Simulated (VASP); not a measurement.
A VASP calculation is set up with these files.

### POSCAR
```
Os
8.761280
  0.3107996777   0.0000000000   0.0000000000
 -0.1553998959   0.2691604423   0.0000000000
  0.0000000000   0.0000000000   1.0000000000
Os
4
Cartesian
 -0.0018964989  -0.0036465857  -0.0002550000
  0.0080741085   0.0045544638   0.4971350000
  0.0038391143   0.1826407023   0.2526080000
  0.1453830579   0.0856118619   0.7505120000
```

### INCAR
```
# general
SYSTEM  = Os
PREC    = Accurate
ENCUT   = 300   # plane-wave cut-off (eV)
LREAL   = .False.   # projection in real space or not
LASPH   = .True.   # aspherical one-centre terms

# electronic loop
EDIFF   = 1E-6   # SCF stop (eV)
NELM    = 100
ALGO    = Normal   # blocked Davidson
LMAXMIX = 6   # l cut-off of mixed one-centre charges

# smearing
ISMEAR  = 0
SIGMA   = 0.1

# functional
GGA     = PE   # PBE

# ions
ISIF    = 2   # forces and stress, cell fixed

# output
LWAVE   = .False.
LCHARG  = .False.
```

KPOINTS:
```
Automatic mesh
0
Gamma
11 11 3
0 0 0
```

POTCAR, in this order: Os (PBE.64 set). Program: vasp_std.

Problem. Write an equivalent input for Ansatz.

Solution. One equivalent input (not run):
Ansatz 0.2 input:
```yaml
crystal:
  lattice:
    - [2.7230030, 0.0000000, 0.0000000]
    - [-1.3615020, 2.3581900, 0.0000000]
    - [0.0000000, 0.0000000, 8.7612800]
  atoms:
    - { symbol: Os, position: [-0.0128760, -0.0135480, -0.0002550] }
    - { symbol: Os, position: [0.0344390, 0.0169210, 0.4971350] }
    - { symbol: Os, position: [0.3516310, 0.6785570, 0.2526080] }
    - { symbol: Os, position: [0.6268060, 0.3180700, 0.7505120] }
kpoints:
  mp_grid: { grid: [11, 11, 3] }
hamiltonian:
  xc: pbe
  pseudopotentials: { kind: paw }
scf:
  occupations: { method: gaussian, width: 0.1 }
  max_iter: 100
output: { forces: true, stress: true, eigenvalues: true }
```
What does not carry over: each code has its own PAW files, so the cut-off isn't converted (ENCUT is set for VASP's; basis.ecutwfc is left out, and Ansatz then takes the one that its files recommend); Ansatz stops its SCF on the density residual and VASP on the energy change (EDIFF).

The structure was generated: Os was put into an ordered model structure, which need not be its known phase. The cell was not relaxed at this level, atoms are displaced from their ideal sites.
